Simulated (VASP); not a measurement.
An input for Quantum ESPRESSO's pw.x (written as the equivalent of a VASP run, and not itself run):

```
&CONTROL
  calculation = 'scf'
  pseudo_dir = './pseudo'
  outdir = './out'
  tprnfor = .true.
  tstress = .true.
/
&SYSTEM
  ibrav = 0
  nat = 3
  ntyp = 2
  ecutwfc = 84
  occupations = 'smearing'
  smearing = 'gaussian'
  degauss = 0.003675
  input_dft = 'pw91'
/
&ELECTRONS
  conv_thr = 7.3e-09
  electron_maxstep = 100
/
ATOMIC_SPECIES
  Li 6.940 Li.upf
  O 15.999 O.upf
CELL_PARAMETERS angstrom
     0.0000000    2.2866651    2.2866651
     2.2866651    0.0000000    2.2866651
     2.2866651    2.2866651    0.0000000
ATOMIC_POSITIONS crystal
  Li   0.2500000  0.2500000  0.2500000
  Li   0.7500000  0.7500000  0.7500000
  O    0.0000000  0.0000000  0.0000000
K_POINTS automatic
  8 8 8 0 0 0
```

Task: Write the VASP files for the same calculation (PW91).

Result: This is not unique; one that fits is 
**KPOINTS**
```
Automatic mesh
0
G
 8 8 8
0 0 0
```

### POSCAR
```
Li2O
1
    0.0000000000     2.2866650713     2.2866650713
    2.2866650713     0.0000000000     2.2866650713
    2.2866650713     2.2866650713     0.0000000000
Li O
2 1
Direct
  0.2500000000   0.2500000000   0.2500000000
  0.7500000000   0.7500000000   0.7500000000
  0.0000000000   0.0000000000   0.0000000000
```

**INCAR**
```
ALGO = Normal
EDIFF = 1E-7
ENCUT = 520
GGA = 91
ISIF = 2
ISMEAR = 0
LASPH = .TRUE.
LCHARG = .FALSE.
LREAL = .FALSE.
LWAVE = .FALSE.
NELM = 100
PREC = Accurate
SIGMA = 0.05
SYSTEM = Li2O
```

POTCAR, in this order: Li_sv O (PBE.64 set). Program: vasp_std.

What does not carry over: the potentials are each code's own (VASP's PAW set, PseudoDojo norm-conserving files in pw.x), so ENCUT and ecutwfc are chosen apart and not converted; conv_thr bounds pw.x's estimated SCF error, while EDIFF bounds the energy change between steps.

The compound is Li2O in the antifluorite structure. This cell is one point of a volume scan, at 0.97 of the reference volume.
